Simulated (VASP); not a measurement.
Level of theory: r2SCAN meta-GGA, VASP's PBE PAW potentials (set 64) (plane waves; VASP 6.6.1).

A VASP calculation is set up with these files.

**POSCAR**
```
WSe2
1.0
  3.2426394599  -0.0000000753   0.0000000000
 -1.6213193666   2.8082078584   0.0000000000
  0.0000000000   0.0000000000   6.5150067863
W Se
1 2
direct
  0.0000000000   0.0000000000   0.0000000000
  0.3333330000   0.6666670000   0.2641710325
  0.6666670000   0.3333330000   0.7358289675
```

**INCAR**
```
# general
SYSTEM =WSe2
PREC   =Accurate
ENCUT  =400
LREAL  =.FALSE.
LASPH  =.TRUE.   # aspherical one-centre terms

# electronic loop
EDIFF  =1E-6   # SCF stop (eV)
NELM   =100
ALGO   =Normal   # blocked Davidson
LMAXMIX=6
LMIXTAU=.TRUE.

# smearing
ISMEAR =0
SIGMA  =0.05

# functional
METAGGA=R2SCAN

# ions
IBRION =2   # conjugate gradients
NSW    =60   # most ionic steps
ISIF   =3
EDIFFG =-0.02   # ionic stop

# output
LWAVE  =.FALSE.
LCHARG =.FALSE.
```

File KPOINTS:
```
kpoints
0
gamma
 7 7 3
0 0 0
```

POTCAR, in this order: W_sv Se (PBE.64 set). Program: vasp_std.

The resulting files:

**OSZICAR**
```
...
       N       E                     dE             d eps       ncg     rms          rms(c)
DAV:   1    -0.809257415159E+02   -0.18365E-02   -0.62212E-02   680   0.198E+00    0.193E-01
DAV:   2    -0.809251132798E+02    0.62824E-03   -0.11114E-02   688   0.714E-01    0.107E-01
DAV:   3    -0.809249299904E+02    0.18329E-03   -0.10700E-03   696   0.187E-01    0.513E-02
DAV:   4    -0.809248821243E+02    0.47866E-04   -0.22538E-04   695   0.984E-02    0.231E-02
DAV:   5    -0.809248899847E+02   -0.78604E-05   -0.58115E-05   694   0.566E-02    0.146E-02
DAV:   6    -0.809248850904E+02    0.48943E-05   -0.43908E-05   684   0.472E-02    0.554E-03
DAV:   7    -0.809248979743E+02   -0.12884E-04   -0.11159E-05   682   0.261E-02    0.120E-03
DAV:   8    -0.809248956104E+02    0.23639E-05   -0.11819E-06   359   0.855E-03    0.697E-04
DAV:   9    -0.809248972718E+02   -0.16614E-05   -0.15723E-07   340   0.300E-03    0.224E-04
DAV:  10    -0.809248966051E+02    0.66672E-06   -0.12488E-08   340   0.925E-04
   9 F= -.80924897E+02 E0= -.80923377E+02  d E =-.992453E-03
       N       E                     dE             d eps       ncg     rms          rms(c)
DAV:   1    -0.809348249660E+02   -0.99277E-02   -0.55890E-01   680   0.595E+00    0.581E-01
DAV:   2    -0.809292843264E+02    0.55406E-02   -0.10147E-01   688   0.216E+00    0.323E-01
DAV:   3    -0.809275691245E+02    0.17152E-02   -0.96986E-03   695   0.565E-01    0.156E-01
DAV:   4    -0.809271594837E+02    0.40964E-03   -0.20541E-03   695   0.291E-01    0.683E-02
DAV:   5    -0.809271896793E+02   -0.30196E-04   -0.54686E-04   695   0.172E-01    0.447E-02
DAV:   6    -0.809272008746E+02   -0.11195E-04   -0.40822E-04   684   0.143E-01    0.171E-02
DAV:   7    -0.809272825068E+02   -0.81632E-04   -0.10987E-04   682   0.815E-02    0.370E-03
DAV:   8    -0.809272796766E+02    0.28302E-05   -0.12183E-05   720   0.271E-02    0.230E-03
DAV:   9    -0.809272852137E+02   -0.55371E-05   -0.15324E-06   381   0.992E-03    0.683E-04
DAV:  10    -0.809272833885E+02    0.18252E-05   -0.13115E-07   343   0.300E-03    0.226E-04
DAV:  11    -0.809272841114E+02   -0.72290E-06   -0.26147E-08   340   0.134E-03
  10 F= -.80927284E+02 E0= -.80925785E+02  d E =-.337996E-02
       N       E                     dE             d eps       ncg     rms          rms(c)
DAV:   1    -0.809591381692E+02   -0.31855E-01   -0.22261E+00   680   0.119E+01    0.117E+00
DAV:   2    -0.809376203367E+02    0.21518E-01   -0.41143E-01   688   0.435E+00    0.656E-01
DAV:   3    -0.809305501502E+02    0.70702E-02   -0.39371E-02   695   0.115E+00    0.318E-01
DAV:   4    -0.809289306292E+02    0.16195E-02   -0.81772E-03   694   0.568E-01    0.135E-01
DAV:   5    -0.809290168339E+02   -0.86205E-04   -0.22042E-03   705   0.345E-01    0.907E-02
DAV:   6    -0.809290622883E+02   -0.45454E-04   -0.16603E-03   691   0.289E-01    0.350E-02
DAV:   7    -0.809293713143E+02   -0.30903E-03   -0.49103E-04   682   0.172E-01    0.782E-03
DAV:   8    -0.809293815450E+02   -0.10231E-04   -0.55762E-05   705   0.584E-02    0.465E-03
DAV:   9    -0.809293948060E+02   -0.13261E-04   -0.70944E-06   712   0.210E-02    0.154E-03
DAV:  10    -0.809293913068E+02    0.34992E-05   -0.49856E-07   343   0.631E-03    0.530E-04
DAV:  11    -0.809293928996E+02   -0.15927E-05   -0.15660E-07   343   0.334E-03    0.429E-04
DAV:  12    -0.809293915261E+02    0.13734E-05   -0.36584E-08   340   0.185E-03    0.125E-04
DAV:  13    -0.809293917461E+02   -0.21994E-06   -0.50159E-09   340   0.608E-04
  11 F= -.80929392E+02 E0= -.80927924E+02  d E =-.548759E-02
       N       E                     dE             d eps       ncg     rms          rms(c)
DAV:   1    -0.809425945166E+02   -0.13203E-01   -0.43376E-01   680   0.595E+00    0.686E-01
DAV:   2    -0.809338271299E+02    0.87674E-02   -0.11629E-01   704   0.227E+00    0.348E-01
DAV:   3    -0.809311181377E+02    0.27090E-02   -0.12531E-02   699   0.636E-01    0.152E-01
DAV:   4    -0.809306877438E+02    0.43039E-03   -0.29907E-03   709   0.362E-01    0.528E-02
DAV:   5    -0.809307998421E+02   -0.11210E-03   -0.64432E-04   710   0.190E-01    0.380E-02
DAV:   6    -0.809308567847E+02   -0.56943E-04   -0.20754E-04   685   0.107E-01    0.179E-02
DAV:   7    -0.809308738982E+02   -0.17113E-04   -0.66731E-05   686   0.662E-02    0.667E-03
DAV:   8    -0.809308805333E+02   -0.66352E-05   -0.28273E-05   685   0.389E-02    0.237E-03
DAV:   9    -0.809308864309E+02   -0.58976E-05   -0.31480E-06   622   0.142E-02    0.138E-03
DAV:  10    -0.809308843074E+02    0.21235E-05   -0.32846E-07   343   0.486E-03    0.731E-04
DAV:  11    -0.809308849302E+02   -0.62279E-06   -0.10896E-07   340   0.292E-03
  12 F= -.80930885E+02 E0= -.80929430E+02  d E =-.149318E-02
       N       E                     dE             d eps       ncg     rms          rms(c)
DAV:   1    -0.809628535258E+02   -0.31969E-01   -0.11550E+00   680   0.970E+00    0.112E+00
DAV:   2    -0.809397573486E+02    0.23096E-01   -0.32067E-01   704   0.375E+00    0.578E-01
DAV:   3    -0.809321169145E+02    0.76404E-02   -0.35627E-02   699   0.107E+00    0.248E-01
DAV:   4    -0.809310007531E+02    0.11162E-02   -0.81142E-03   709   0.593E-01    0.859E-02
DAV:   5    -0.809312847295E+02   -0.28398E-03   -0.17355E-03   712   0.308E-01    0.619E-02
DAV:   6    -0.809314375638E+02   -0.15283E-03   -0.57067E-04   686   0.177E-01    0.295E-02
DAV:   7    -0.809314767924E+02   -0.39229E-04   -0.19943E-04   685   0.113E-01    0.110E-02
DAV:   8    -0.809315068315E+02   -0.30039E-04   -0.77252E-05   682   0.642E-02    0.379E-03
DAV:   9    -0.809315163025E+02   -0.94711E-05   -0.86608E-06   703   0.234E-02    0.234E-03
DAV:  10    -0.809315136474E+02    0.26551E-05   -0.90997E-07   370   0.828E-03    0.123E-03
DAV:  11    -0.809315147081E+02   -0.10607E-05   -0.30130E-07   341   0.489E-03    0.795E-04
DAV:  12    -0.809315131381E+02    0.15699E-05   -0.81805E-08   340   0.267E-03    0.334E-04
DAV:  13    -0.809315133995E+02   -0.26133E-06   -0.95258E-09   340   0.794E-04
  13 F= -.80931513E+02 E0= -.80930049E+02  d E =-.212165E-02
       N       E                     dE             d eps       ncg     rms          rms(c)
DAV:   1    -0.809329445140E+02   -0.14314E-02   -0.51700E-02   680   0.204E+00    0.233E-01
DAV:   2    -0.809318939132E+02    0.10506E-02   -0.13201E-02   704   0.767E-01    0.118E-01
DAV:   3    -0.809315926171E+02    0.30130E-03   -0.14240E-03   700   0.213E-01    0.523E-02
DAV:   4    -0.809315448962E+02    0.47721E-04   -0.35312E-04   718   0.126E-01    0.185E-02
DAV:   5    -0.809315481008E+02   -0.32046E-05   -0.71218E-05   702   0.643E-02    0.129E-02
DAV:   6    -0.809315667607E+02   -0.18660E-04   -0.24040E-05   687   0.366E-02    0.584E-03
DAV:   7    -0.809315630846E+02    0.36762E-05   -0.66060E-06   687   0.212E-02    0.208E-03
DAV:   8    -0.809315680634E+02   -0.49788E-05   -0.27886E-06   447   0.125E-02    0.733E-04
DAV:   9    -0.809315663195E+02    0.17439E-05   -0.35998E-07   340   0.465E-03    0.405E-04
DAV:  10    -0.809315672447E+02   -0.92521E-06   -0.47422E-08   340   0.168E-03
  14 F= -.80931567E+02 E0= -.80930108E+02  d E =-.217550E-02
       N       E                     dE             d eps       ncg     rms          rms(c)
DAV:   1    -0.809399434402E+02   -0.83771E-02   -0.52070E-01   680   0.606E+00    0.653E-01
DAV:   2    -0.809335860297E+02    0.63574E-02   -0.49877E-02   774   0.137E+00    0.331E-01
DAV:   3    -0.809324107177E+02    0.11753E-02   -0.61548E-03   729   0.580E-01    0.128E-01
DAV:   4    -0.809322258904E+02    0.18483E-03   -0.17436E-03   793   0.270E-01    0.664E-02
DAV:   5    -0.809322120937E+02    0.13797E-04   -0.17968E-04   753   0.107E-01    0.152E-02
DAV:   6    -0.809322319932E+02   -0.19899E-04   -0.12003E-04   695   0.843E-02    0.872E-03
DAV:   7    -0.809322589595E+02   -0.26966E-04   -0.26817E-05   686   0.395E-02    0.393E-03
DAV:   8    -0.809322580227E+02    0.93676E-06   -0.32808E-06   593   0.161E-02
  15 F= -.80932258E+02 E0= -.80930767E+02  d E =-.690778E-03
```

OUTCAR:
```
------------------------ aborting loop because EDIFF is reached ----------------------------------------
  FORCE on cell =-STRESS in cart. coord.  units (eV):
  Direction    XX          YY          ZZ          XY          YZ          ZX
  --------------------------------------------------------------------------------------
  Total        0.0330964      0.0330964      0.0212860      0.0000000      0.0000000      0.0000000
  in kB        0.8113894      0.8113892      0.5218473      0.0000001      0.0000000      0.0000000
  external PRESSURE =       0.7148753 kB  Pullay stress =       0.0000000 kB
  volume of cell :       65.35
      direct lattice vectors                 reciprocal lattice vectors
     3.354574375 -0.000000066 -0.000000000     0.298100414  0.172108334  0.000000000
    -1.677286801  2.905146301  0.000000000     0.000000007  0.344216748 -0.000000000
    -0.000000000  0.000000000  6.705894091     0.000000000 -0.000000000  0.149122546
 POSITION                                       TOTAL-FORCE (eV/Angst)
 -----------------------------------------------------------------------------------
      0.00000      0.00000      0.00000        -0.000000     -0.000000      0.000000
     -0.00000      1.93677      1.65802        -0.000000      0.000000      0.008975
      1.67729      0.96838      5.04788         0.000000     -0.000000     -0.008975
 -----------------------------------------------------------------------------------
    total drift:                                0.000000      0.000000      0.000000
  FREE ENERGIE OF THE ION-ELECTRON SYSTEM (eV)
  ---------------------------------------------------
  free  energy   TOTEN  =       -80.9322580227 eV

  energy  without entropy=      -80.9292757378  energy(sigma->0) =      -80.93076688

 reached required accuracy - stopping structural energy minimisation
```
(Selected blocks of OUTCAR.)

**CONTCAR**
```
WSe2
   1.00000000000000
     3.3545743746588608   -0.0000000663660801   -0.0000000000000000
    -1.6772868014486122    2.9051463005032416    0.0000000000000001
    -0.0000000000000005    0.0000000000000004    6.7058940913514462
  W               Se
     1     2
Direct
     0.0000000000000000    0.0000000000000000    0.0000000000000000
     0.3333330000000032    0.6666669999999968    0.2472475699478074
     0.6666669999999968    0.3333330000000032    0.7527524300521927
```

Energy and stress use the plane-wave basis of the starting cell.

The structure was generated: WSe2 was put into the CdI2 type (P-3m1), which need not be its known phase. This run relaxes it. Symmetry was kept, so distortions that lower it aren't found. The k-mesh is coarse (spacing up to 0.31 per Å, 2π included), so the numbers may not be converged in it. The start is the result of an earlier pass.
